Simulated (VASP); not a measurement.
A run of VASP 6.6.1 is set up as follows.

The input POSCAR:

```
Sb
1.0
    2.1629700000      1.2487900000      3.6801000000
   -2.1629700000      1.2487900000      3.6801000000
    0.0000000000     -2.4975800000      3.6801000000
Sb
2
Direct
    0.2362400000      0.2362400000      0.2362400000
    0.7637600000      0.7637600000      0.7637600000
```

The input INCAR.step1:

```
ALGO = Normal
EDIFF = 1E-5
ENCUT = 520
GGA = PE
ISIF = 2
ISMEAR = 0
LASPH = T
LCHARG = F
LREAL = F
LWAVE = T
NELM = 60
PREC = Accurate
SIGMA = 0.1
```

File INCAR.step2:

```
AEXX = 0.25
ALGO = Normal
EDIFF = 1E-6
ENCUT = 520
GGA = PE
HFRCUT = -1
ISIF = 2
ISMEAR = 0
ISTART = 1
LASPH = T
LCHARG = F
LHFCALC = T
LREAL = F
LWAVE = F
NELM = 60
PREC = Accurate
PRECFOCK = Fast
SIGMA = 0.1
```

KPOINTS

```
k-points
0
Gamma
  6 6 6
```

Potentials or basis: VASP PAW PBE potentials, release 64 (Sb).

Run with:

```console
$ cat potpaw_PBE.64/Sb/POTCAR > POTCAR
$ cp INCAR.step1 INCAR
$ mpirun -np 1 vasp_std > vasp.out
$ cp INCAR.step2 INCAR
$ mpirun -np 1 vasp_std > vasp.out
```

Problem. Predict the pressure.

Solution. -0.6 GPa.

Problem. Predict the band gap on the k mesh.

Solution. None (metal or under the smearing width).

Problem. Estimate the largest force.

Solution. 0.589 eV/Å.

Forces on the atoms (eV/Å):
```
Sb   0.000  0.000 -0.589
Sb   0.000  0.000  0.589
```

Caveat: the PAW data sets were made with another functional, which shifts forces and pressure a little. Spin-orbit coupling is left out, which matters for the levels of Sb.
